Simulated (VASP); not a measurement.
Input:

```
CELL_PARAMETERS angstrom
      0.00000     2.73367     2.73367
      2.73367     0.00000     2.73367
      2.73367     2.73367     0.00000
ATOMIC_POSITIONS crystal
  Pb 0.00000 0.00000 0.00000
  F  0.25000 0.25000 0.25000
  F  0.75000 0.75000 0.75000
```

Calculation: PBEsol GGA, VASP's PBE PAW potentials (set 64) (plane waves; VASP). Run with 620 eV cut-off, 7×7×7 Γ-centred mesh, Gaussian smearing of 0.050 eV, potentials Pb_d F.

Energy and stress use the plane-wave basis of the starting cell.

**Question.** The ions, cell shape and volume at an external pressure of 45.0 GPa are relaxed. Predict the relaxed structure.

**Answer.** 
```
CELL_PARAMETERS angstrom
      0.00000     2.67484     2.67484
      2.67484     0.00000     2.67484
      2.67484     2.67484     0.00000
ATOMIC_POSITIONS crystal
  Pb 0.00000 0.00000 0.00000
  F  0.25000 0.25000 0.25000
  F  0.75000 0.75000 0.75000
```
Space group Fm-3m (225), at a tolerance of 0.03 Å.

**Question.** How do energy and volume change from the first to the last step?

**Answer.** The energy (σ→0) changes by +198.3 meV/atom and the volume by -6.3 %, in 4 ionic steps.

The compound is PbF2 in the fluorite structure, the β form. This run relaxes it under an external pressure of 45 GPa. Symmetry was kept, so distortions that lower it aren't found.
